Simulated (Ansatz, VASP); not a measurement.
# CoSn in two plane-wave programs, part 2 of 2

Wanted: the spread between two codes on one cell, functional and k mesh. The cell is taken from a series of runs on this material, whose earlier steps may have relaxed, scaled, displaced or heated it; both programs get it as it stands.

VASP 6.6.1 and Ansatz 0.2.0.

So far: Set-up; Ansatz: relaxation of cell and atoms, PBE; VASP: relaxation of cell and atoms, PBE.

### Step 3. VASP: relaxation of cell and atoms, PBE (continued)

Level of this step: PBE, no spin polarisation; plane waves and PAW (Co, Sn_d) (VASP).

Numbers of over 12 decimals in the logs are rounded to 6 here.

Parts of OUTCAR (step 3):

```text
ion  position               nearest neighbor table
   1  0.000  0.500  0.000-   4 2.61   5 2.61   4 2.61   5 2.61   2 2.65   3 2.65   3 2.65   6 2.65
                             6 2.65   2 2.65
   2  0.500  0.500  0.000-   5 2.61   5 2.61   4 2.61   4 2.61   1 2.65   6 2.65   6 2.65   3 2.65
                             3 2.65   1 2.65
   3  0.500  0.000  0.000-   4 2.61   5 2.61   4 2.61   5 2.61   6 2.65   1 2.65   1 2.65   2 2.65
                             2 2.65   6 2.65
   4  0.667  0.333  0.500-   3 2.61   3 2.61   1 2.61   1 2.61   2 2.61   2 2.61   5 3.06   5 3.06
                             5 3.06   6 3.72   6 3.72   6 3.72   6 3.72   6 3.72   6 3.72
   5  0.333  0.667  0.500-   3 2.61   3 2.61   2 2.61   2 2.61   1 2.61   1 2.61   4 3.06   4 3.06
                             4 3.06   6 3.72   6 3.72   6 3.72   6 3.72   6 3.72   6 3.72
   6  0.000  0.000  0.000-   3 2.65   2 2.65   2 2.65   1 2.65   1 2.65   3 2.65   5 3.72   5 3.72
                             4 3.72   4 3.72   4 3.72   4 3.72   5 3.72   5 3.72   5 3.72   5 3.72

  LATTYP: Found a hexagonal cell.
 ALAT       =     5.2966090000
 C/A-ratio  =     0.7986702435

 Subroutine GETGRP returns: Found 24 space group operations
 (whereof 24 operations were pure point group operations)

The static configuration has the point symmetry D_6h.

 Found     70 irreducible k-points:

   k-points           NKPTS =     70   k-points in BZ     NKDIM =     70   number of bands    NBANDS=     42

   dimension x,y,z NGX =    42 NGY =   42 NGZ =   36
   dimension x,y,z NGXF=    84 NGYF=   84 NGZF=   72

   ENCUT  =  600.0 eV  44.10 Ry    6.64 a.u.  10.58 10.58  8.45*2*pi/ulx,y,z

   NELECT =      69.0000    total number of electrons

 k-points in reciprocal lattice and weights: Automatic mesh
   0.00000000  0.00000000  0.00000000       0.001
   0.10000000 -0.00000000  0.00000000       0.007
   0.20000000 -0.00000000  0.00000000       0.007
   0.30000000  0.00000000  0.00000000       0.007
   0.40000000  0.00000000  0.00000000       0.007
   0.50000000  0.00000000  0.00000000       0.004
   0.10000000  0.10000000  0.00000000       0.007
   0.20000000  0.10000000  0.00000000       0.015
   0.30000000  0.10000000  0.00000000       0.015
[...]
0.40000000  0.20000000  0.50000000       0.007
   0.30000000  0.30000000  0.50000000       0.007

 average (electrostatic) potential at core
       1 -78.2114       2 -78.2114       3 -78.2114       4 -97.0749       5 -97.0749
       6 -97.2030

 E-fermi :   9.7337

 k-point     1 :       0.0000    0.0000    0.0000
  band No.  band energies     occupation
    ...
     30       9.3253      2.00081
     31       9.3492      2.00174
     32       9.3492      2.00174
     33       9.3636      2.00268
     34       9.3637      2.00268
     35      10.2790     -0.00000
     36      10.3532     -0.00000
     37      11.1163     -0.00000
     38      11.1163     -0.00000
     39      12.7025     -0.00000
    ...

 k-point     2 :       0.1000   -0.0000    0.0000
  band No.  band energies     occupation
    ...
     30       9.3005      2.00034
     31       9.3504      2.00180
     32       9.3589      2.00233
     33       9.3845      2.00483
     34       9.4289      2.01442
     35      10.2805     -0.00000
     36      10.5064     -0.00000
     37      11.1595     -0.00000
     38      11.2169     -0.00000
     39      12.7726      0.00000
    ...

 k-point     3 :       0.2000   -0.0000    0.0000
  band No.  band energies     occupation
    ...
     30       9.2192      2.00001
     31       9.3212      2.00071
     32       9.3554      2.00210
     33       9.4529      2.02367
     34       9.6313      1.90725
     35      10.3130     -0.00000
     36      10.7702     -0.00000
     37      11.3317     -0.00000
     38      11.6812     -0.00000
     39      13.0370      0.00000
    ...

  Total       -0.0243055     -0.0243055      0.0210973      0.0000000      0.0000000      0.0000000
  in kB       -0.3792004     -0.3792004      0.3291475      0.0000000      0.0000000      0.0000000
  external PRESSURE =      -0.1430844 kB  Pullay stress =       0.0000000 kB

  energy-cutoff  :      600.00
  volume of cell :      102.69
      direct lattice vectors                 reciprocal lattice vectors
     5.299162852 -0.000000000 -0.000000000     0.188709052  0.108951242 -0.000000000
    -2.649581926  4.589209701  0.000000000     0.000000000  0.217902442 -0.000000000
     0.000000000  0.000000000  4.222815180     0.000000000  0.000000000  0.236808848

 POSITION                                       TOTAL-FORCE (eV/Angst)
 -----------------------------------------------------------------------------------
     -1.32479      2.29460      0.00000         0.000000     -0.000000     -0.000000
      1.32479      2.29460     -0.00000         0.000000     -0.000000     -0.000000
      2.64958     -0.00000     -0.00000        -0.000000     -0.000000     -0.000000
      2.64958      1.52974      2.11141        -0.000000      0.000000      0.000000
     -0.00000      3.05947      2.11141         0.000000     -0.000000     -0.000000
      0.00000      0.00000      0.00000        -0.000000     -0.000000     -0.000000
 -----------------------------------------------------------------------------------
    total drift:                               -0.000497      0.000019     -0.000000

  FREE ENERGIE OF THE ION-ELECTRON SYSTEM (eV)
  ---------------------------------------------------
  free  energy   TOTEN  =       -33.2476822594 eV

  energy  without entropy=      -33.2636496078  energy(sigma->0) =      -33.25300471

 reached required accuracy - stopping structural energy minimisation

 total charge
# of ion       s       p       d       tot
------------------------------------------
    1        0.394   0.450   7.467   8.311
    2        0.394   0.450   7.467   8.311
    3        0.394   0.450   7.467   8.311
    4        1.129   1.242  10.064  12.435
    5        1.129   1.242  10.064  12.435
    6        1.162   1.092  10.035  12.289
--------------------------------------------------
tot          4.601   4.925  52.564  62.091

[... 3 further parts left out ...]
```

CONTCAR:

```
CoSn
   1.00000000000000
     5.2991628520106646   -0.0000000002783492   -0.0000000000000000
    -2.6495819264874729    4.5892097009332540    0.0000000000000000
     0.0000000000000000    0.0000000000000000    4.2228151804329768
  Co              Sn
     3     3
Direct
     0.0000000944000007    0.5000000000000000    0.0000000000000000
     0.5000000000000000    0.5000000000000000    0.0000000000000000
     0.5000000944000007    0.0000000000000000    0.0000000000000000
     0.6666667562000015    0.3333332607000017    0.5000000000000000
     0.3333334325999999    0.6666667392999983    0.5000000000000000
     0.0000000000000000    0.0000000000000000    0.0000000000000000
```

This run has no spin polarisation, so a moment on Co, if there is one, isn't seen. Its electron count is odd, so without a moment it is a metal by construction.

### Step 4. Side by side

Known differences besides the potentials themselves: the data sets hold 93 valence electrons in Ansatz (on its default PAW (the set named soft_2) files) and 69 in VASP; the cutoff is 420 eV in Ansatz and 600 eV in VASP; Ansatz adds a Pulay correction to the stress that steers its cell, VASP none. Total energies have different zeros and are not compared.

Both answers:

| quantity | Ansatz | VASP | difference |
| --- | --- | --- | --- |
| volume (Å³) | 102.73 | 102.69 | +0.04 % |
| edge a after relaxation, in the typed setting (Å) | 5.298 | 5.299 | -0.02 % |
| edge c after relaxation, in the typed setting (Å) | 4.226 | 4.223 | +0.07 % |

### Step 5. What came out

| Item | Value |
| --- | --- |
| difference in edge c after relaxation, in the typed setting (relaxation of cell and atoms, PBE) | 0.073 % |

**Reading.** The difference in edge c after relaxation, in the typed setting is 0.073 % (relaxation of cell and atoms, PBE), within the 1.2 % picked in this series as the mark of a large difference, as far as the stopping tolerances let one tell. The data sets hold unlike numbers of valence electrons (93 in Ansatz and 69 in VASP), so part of the differences comes from the potentials. How closely two codes agree says nothing of how well the functional describes the real material.

[Lines on the potential files, build, host, timing and source positions are cut from VASP's logs without a mark.]

[Logs are printed without paths, hosts, clocks, repeated set-up lines and the standing remarks that a program may print on its own settings, such as how far it seeks lower states.]

[Hosts, paths, dates, database ids (printed as entryN), source tags and the programs' standing remarks are cut or masked in the printed files.]
